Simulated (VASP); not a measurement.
```xyz
3
Lattice="0.0000 2.7188 2.7188 2.7188 0.0000 2.7188 2.7188 2.7188 0.0000" Properties=species:S:1:pos:R:3 pbc="T T T"
Cd     0.0000     0.0000     0.0000
F      1.3594     1.3594     1.3594
F      4.0782     4.0782     4.0782
```

Computed with TPSS meta-GGA, VASP's PBE PAW potentials (set 64) (plane waves; VASP 6.6.1). Numerical set-up: 520 eV cut-off, 6×6×6 Γ-centred mesh, Gaussian smearing of 0.050 eV, potentials Cd F.

Q: Estimate the energy per atom (σ→0).

A: 
| Property | Value |
|---|---|
| energy per atom (σ→0) | -8.173 eV/atom |

Total energies compare only between runs with the same potentials, cut-off and functional.

The compound is CdF2 in the fluorite structure. It was relaxed first. The start is the result of an earlier pass.
